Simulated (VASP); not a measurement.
Consider the following.

```yaml
crystal:
  lattice:
    - [3.21951, 0.00000, 0.00000]
    - [-1.60975, 2.78818, 0.00000]
    - [0.00000, 0.00000, 5.24547]
  atoms:
    - { symbol: Ga, position: [0.33333, 0.66667, 0.99915] }
    - { symbol: Ga, position: [0.66667, 0.33333, 0.49915] }
    - { symbol: N, position: [0.33333, 0.66667, 0.37585] }
    - { symbol: N, position: [0.66667, 0.33333, 0.87585] }
```

All values below come from PBE GGA, VASP's PBE PAW potentials (set 64) (plane waves; VASP). Settings: 520 eV cut-off, 11×11×6 Γ-centred mesh, tetrahedra with Blöchl corrections, potentials Ga_d N.

Estimate the energy per atom (σ→0).

```
Property                           Result
---------------------  ------------------
energy per atom (σ→0)  -586.8 kJ/mol-atom
```

The structure was generated: GaN was put into the wurtzite type (P6_3mc), which need not be its known phase. It was relaxed first, which changed the volume by +6 %.
